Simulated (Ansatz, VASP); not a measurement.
# Cross-check of SnSe2 between VASP and Ansatz, part 2 of 2

Aim: how closely do two programs agree when they are given the same cell, functional and k mesh? The cell is taken from a series of runs on this material, whose earlier steps may have relaxed, scaled, displaced or heated it; both programs get it as it stands.

VASP 6.6.1 and Ansatz 0.2.0.

So far: Set-up; VASP: single point, PBE, pair 1; Ansatz: single point, PBE, pair 1; Comparison; Ansatz: single point, PBE, pair 2.

### Step 6. VASP: single point, PBE, pair 2

Level of this step: PBE; plane waves and PAW (Sn_d, Se) (VASP).

The same cell, functional and mesh now go to VASP, with its own data sets.

INCAR reads:

```
SYSTEM = SnSe2
PREC = Accurate
ENCUT = 400
EDIFF = 1E-06
NELM = 120
ISMEAR = 0
SIGMA = 0.01
LREAL = .FALSE.
ALGO = Normal
GGA = PE
NBANDS = 32
LORBIT = 11
LWAVE = .FALSE.
LCHARG = .FALSE.
ISIF = 2
LDIPOL = .TRUE.
IDIPOL = 3
DIPOL = 0.5 0.5 0.5
LVHAR = .TRUE.
LASPH = .TRUE.
GGA_COMPAT = .FALSE.
EFERMI = MIDGAP
NELMDL = -8
KPAR = 2
```

POSCAR reads:

```
SnSe2
1.0
    3.8393244952      0.0000000000      0.0000000000
   -1.9196622476      3.3249525462      0.0000000000
    0.0000000000      0.0000000000     41.5000000000
Sn Se
2 4
Direct
    0.0000000000      0.0000000000      0.4280748414
    0.0000000000      0.0000000000      0.5719251586
    0.3333333333      0.6666666667      0.4664791567
    0.6666666667      0.3333333333      0.3896829254
    0.3333333333      0.6666666667      0.6103170746
    0.6666666667      0.3333333333      0.5335208433
```

KPOINTS reads:

```
Automatic mesh
0
Gamma
9 9 1
0 0 0
```

Potentials, in the order of the species: Sn_d and Se (PBE family, release 64).

On the command line:

```sh
> mpirun -np 2 vasp_std
```

Numbers of over 12 decimals in the logs are rounded to 6 here.

The program printed:

```text
[banner, memory and clock lines left out]
running    2 mpi-ranks, on    1 nodes
[...]
LDA part: xc-table for (Slater+PW92), standard interpolation
 POSCAR, INCAR and KPOINTS ok, starting setup
[...]
entering main loop
       N       E                     dE             d eps       ncg     rms          rms(c)
DAV:   1     0.383124752732E+03    0.38312E+03   -0.19580E+04   968   0.110E+03
DAV:   2     0.233728833319E+02   -0.35975E+03   -0.35384E+03  1008   0.264E+02
DAV:   3    -0.223686554590E+02   -0.45742E+02   -0.45469E+02   912   0.115E+02
DAV:   4    -0.241267341085E+02   -0.17581E+01   -0.17505E+01   968   0.264E+01
[...]
DAV:  23    -0.236633177533E+02   -0.31784E-05   -0.38041E-08   616   0.908E-04    0.180E-04
DAV:  24    -0.236633192166E+02   -0.14633E-05   -0.34204E-08   608   0.587E-04    0.197E-04
DAV:  25    -0.236633197515E+02   -0.53493E-06   -0.73237E-09   568   0.328E-04
   1 F= -.23663320E+02 E0= -.23663320E+02  d E =0.000000E+00
```

Parts of OUTCAR (step 6):

```text
  Total        1.8165993      1.8165993      1.4756765      0.0000000      0.0000000     -0.0000000
  in kB        5.4939077      5.4939077      4.4628611      0.0000000      0.0000000     -0.0000000
  external PRESSURE =       5.1502255 kB  Pullay stress =       0.0000000 kB

 POSITION                                       TOTAL-FORCE (eV/Angst)
 -----------------------------------------------------------------------------------
      0.00000      0.00000     17.76511        -0.000000      0.000000     -0.074959
      0.00000      0.00000     23.73489        -0.000000     -0.000000      0.074959
     -0.00000      2.21664     19.35889         0.000000     -0.000000      0.001956
      1.91966      1.10832     16.17184         0.000000      0.000000     -0.120471
     -0.00000      2.21664     25.32816        -0.000000     -0.000000      0.120471
      1.91966      1.10832     22.14111        -0.000000      0.000000     -0.001956
 -----------------------------------------------------------------------------------
    total drift:                               -0.000000     -0.000000      0.000000

  FREE ENERGIE OF THE ION-ELECTRON SYSTEM (eV)
  ---------------------------------------------------
  free  energy   TOTEN  =       -23.6633197515 eV

  energy  without entropy=      -23.6633197515  energy(sigma->0) =      -23.66331975

[... 3 further parts left out ...]
[key lines of the parts left out:]
E-fermi :  -2.6526
```

### Step 7. Differences

What differs besides the data sets and the points named for the pairs above, as far as they apply: fixed occupations in Ansatz, narrow Gaussian smearing in VASP; the data sets hold 92 valence electrons in Ansatz (on its PAW soft_1 files) and 52 in VASP. Total energies have different zeros and are not compared.

Both answers:

```csv
quantity,Ansatz,VASP,difference
gap on the k mesh (eV),0.734,0.733,+0.001
```

Forces (eV/Å; atoms numbered as in POSCAR):

```csv
atom,"Ansatz x, y, z","VASP x, y, z"
Sn1,"0.000, 0.000, -0.073","0.000, 0.000, -0.075"
Sn2,"0.000, 0.000, 0.073","0.000, 0.000, 0.075"
Se3,"0.000, 0.000, -0.012","0.000, 0.000, 0.002"
Se4,"0.000, 0.000, -0.105","0.000, 0.000, -0.120"
Se5,"0.000, 0.000, 0.105","0.000, 0.000, 0.120"
Se6,"0.000, 0.000, 0.012","0.000, 0.000, -0.002"
```

The forces differ by 6.9 meV/Å r.m.s., which is 14.6 % of the r.m.s. force of 0.047 eV/Å (both taken over all components). A gap on the mesh is an upper bound, since the band edges may lie between its points. With vacuum in the cell, a pressure given here is an average over mostly empty space and none of the material.

### Step 8. Ansatz: single point, PBE, pair 3

A single point gives forces, pressure and levels at one fixed geometry, so differences don't come from the geometry; what else differs is listed under the comparison.

The cell is taken from a series of runs on this material, whose earlier steps may have relaxed, scaled, displaced or heated it; both programs get it as it stands.

input.yaml reads:

```yaml
crystal:
  lattice:
    - [3.8393244952, 0.0, 0.0]
    - [-1.9196622476, 3.3249525462, 0.0]
    - [0.0, 0.0, 41.5]
  atoms:
    - { symbol: Sn, position: [0.0, 0.0, 0.4280748414] }
    - { symbol: Se, position: [0.3333333333, 0.6666666667, 0.4664791567] }
    - { symbol: Se, position: [0.6666666667, 0.3333333333, 0.3896829254] }
    - { symbol: Sn, position: [0.0, 0.0, 0.5719251586] }
    - { symbol: Se, position: [0.3333333333, 0.6666666667, 0.6103170746] }
    - { symbol: Se, position: [0.6666666667, 0.3333333333, 0.5335208433] }
  periodic: [true, true, false]
kpoints:
  mp_grid: { grid: [6, 6, 1] }
  band_path:
    path:
      - [0, 0, 0]
      - [0.5, 0, 0]
      - [0.3333333333333, 0.3333333333333, 0]
      - [0, 0, 0]
    npoints: 10
hamiltonian:
  xc: pbe
  pseudopotentials: { kind: paw, azcp: { folder: soft_1 } }
scf:
  occupations: { method: fermi_dirac, width: 0.02 }
  n_extra_bands: 6
output:
  eigenvalues: true
  forces: true
  stress: true
  write_density: true
  write_potential: true
  elf: true
  volumetric_format: npy
```

On the command line:

```sh
> ansatz run input.yaml --threads 3 --pin off --max-ram 92160MiB --backend cuda --events-out ev --progress --plain --runs-dir out --devices 1 --max-vram 13GiB
```

The program printed:

```text
[...]
GPUs: using 1 of 1 available (devices: 1).
[...]
GPU FFT provider: cuFFT
GPU libraries: cuBLAS 13.8.2, cuFFT 12.4.0, cuSOLVER 12.3.4
Crystal: 6 atoms, lattice volume = 529.771 Å³
Basis set: ecut = 420 eV, 10339 PW (Γ), exchange–correlation on 54×54×576 points (8 copies of the dense FFT grid, shifted against one another)
[...]
k-point 0: bands = [... 42 lower, -6.1674, -6.1674, -6.0454, -6.0454, -4.6884, -3.7971, -2.9253, -2.8128, ... 2 higher]
  k-point 1: bands = [... 42 lower, -7.0867, -6.2046, -6.1463, -5.9430, -3.9456, -3.6412, -2.2195, -1.8520, ... 2 higher]
  k-point 2: bands = [... 42 lower, -6.9739, -6.4546, -6.3970, -6.1034, -4.8551, -4.4768, -1.9291, -1.6812, ... 2 higher]
  k-point 6: bands = [... 42 lower, -7.2705, -7.2705, -6.4694, -6.4694, -4.6053, -3.8528, -1.1438, -1.1438, ... 2 higher]
[key lines of the parts left out:]
SCF converged after 10 iterations
Free energy (F): -33926.883062 eV
Fermi energy:    -5.602398 eV
P = ½ c Tr σ = 2.3669 N/m
```

### Step 9. VASP: single point, PBE, pair 3

The same cell, functional, mesh and smearing now go to VASP, with its own data sets.

Changes to INCAR since step 6:

```diff
@@ -5,4 +5,4 @@
 NELM = 120
-ISMEAR = 0
-SIGMA = 0.01
+ISMEAR = -1
+SIGMA = 0.02
 LREAL = .FALSE.
```

POSCAR is that of step 6.

KPOINTS reads:

```
Automatic mesh
0
Gamma
6 6 1
0 0 0
```

On the command line:

```sh
> mpirun -np 2 vasp_std
```

The program printed:

```text
[... set-up lines as in an earlier step ...]
 entering main loop
       N       E                     dE             d eps       ncg     rms          rms(c)
DAV:   1     0.372440999238E+03    0.37244E+03   -0.19640E+04   568   0.109E+03
DAV:   2     0.208746869723E+02   -0.35157E+03   -0.34595E+03   616   0.262E+02
DAV:   3    -0.224868900639E+02   -0.43362E+02   -0.43052E+02   528   0.114E+02
DAV:   4    -0.241227124071E+02   -0.16358E+01   -0.16304E+01   592   0.256E+01
[...]
DAV:  23    -0.236420443387E+02   -0.36389E-05   -0.47785E-08   384   0.949E-04    0.196E-04
DAV:  24    -0.236420454426E+02   -0.11039E-05   -0.27621E-08   368   0.599E-04    0.176E-04
DAV:  25    -0.236420460184E+02   -0.57573E-06   -0.77060E-09   360   0.305E-04
   1 F= -.23642046E+02 E0= -.23642046E+02  d E =-.978355E-08
```

Parts of OUTCAR (step 9):

```text
  Total        1.9145245      1.9145245      1.3934006      0.0000000      0.0000000      0.0000000
  in kB        5.7900610      5.7900610      4.2140356      0.0000000      0.0000000      0.0000000
  external PRESSURE =       5.2647192 kB  Pullay stress =       0.0000000 kB

 POSITION                                       TOTAL-FORCE (eV/Angst)
 -----------------------------------------------------------------------------------
      0.00000      0.00000     17.76511        -0.000000     -0.000000     -0.069711
      0.00000      0.00000     23.73489         0.000000      0.000000      0.069711
     -0.00000      2.21664     19.35889        -0.000000     -0.000000     -0.010838
      1.91966      1.10832     16.17184        -0.000000     -0.000000     -0.111023
     -0.00000      2.21664     25.32816        -0.000000      0.000000      0.111023
      1.91966      1.10832     22.14111         0.000000      0.000000      0.010838
 -----------------------------------------------------------------------------------
    total drift:                               -0.000000     -0.000000      0.000000

  FREE ENERGIE OF THE ION-ELECTRON SYSTEM (eV)
  ---------------------------------------------------
  free  energy   TOTEN  =       -23.6420460184 eV

  energy  without entropy=      -23.6420460086  energy(sigma->0) =      -23.64204601

[... 1 part as in an earlier step ...]

[... 2 further parts left out ...]
[key lines of the parts left out:]
E-fermi :  -2.6650
```

### Step 10. Comparison

What differs besides the data sets and the points named for the pairs above, as far as they apply: the data sets hold 92 valence electrons in Ansatz (on its PAW soft_1 files) and 52 in VASP. Total energies have different zeros and are not compared.

The two programs side by side:

```csv
quantity,Ansatz,VASP,difference
gap on the k mesh (eV),0.667,0.666,+0.001
```

Forces (eV/Å; atoms numbered as in POSCAR):

```csv
atom,"Ansatz x, y, z","VASP x, y, z"
Sn1,"0.000, 0.000, -0.068","0.000, 0.000, -0.070"
Sn2,"0.000, 0.000, 0.068","0.000, 0.000, 0.070"
Se3,"0.000, 0.000, -0.025","0.000, 0.000, -0.011"
Se4,"0.000, 0.000, -0.096","0.000, 0.000, -0.111"
Se5,"0.000, 0.000, 0.096","0.000, 0.000, 0.111"
Se6,"0.000, 0.000, 0.025","0.000, 0.000, 0.011"
```

The forces differ by 6.9 meV/Å r.m.s., which is 15.8 % of the r.m.s. force of 0.044 eV/Å (both taken over all components). A gap on the mesh is an upper bound, since the band edges may lie between its points. With vacuum in the cell, a pressure given here is an average over mostly empty space and none of the material.

### Step 11. Outcome

```json
{
 "r.m.s. force difference (single point, PBE, pair 1)": "7.1 meV/Å",
 "r.m.s. force difference (single point, PBE, pair 2)": "6.9 meV/Å",
 "r.m.s. force difference (single point, PBE, pair 3)": "6.9 meV/Å"
}
```

**Reading.** The r.m.s. force difference is 7.1 meV/Å (single point, PBE, pair 1), within the 12 meV/Å picked in this series as the mark of a large difference. The data sets hold unlike numbers of valence electrons (46 in Ansatz and 26 in VASP and 92 in Ansatz and 52 in VASP), so part of the differences comes from the potentials. 3 further runs of this series are not shown here. How closely two codes agree says nothing of how well the functional describes the real material.

[Lines on the potential files, build, host, timing and source positions are cut from VASP's logs without a mark.]

[Logs are printed without paths, hosts, clocks, repeated set-up lines and the standing remarks that a program may print on its own settings, such as how far it seeks lower states.]

[Hosts, paths, dates, database ids (printed as entryN), source tags and the programs' standing remarks are cut or masked in the printed files.]
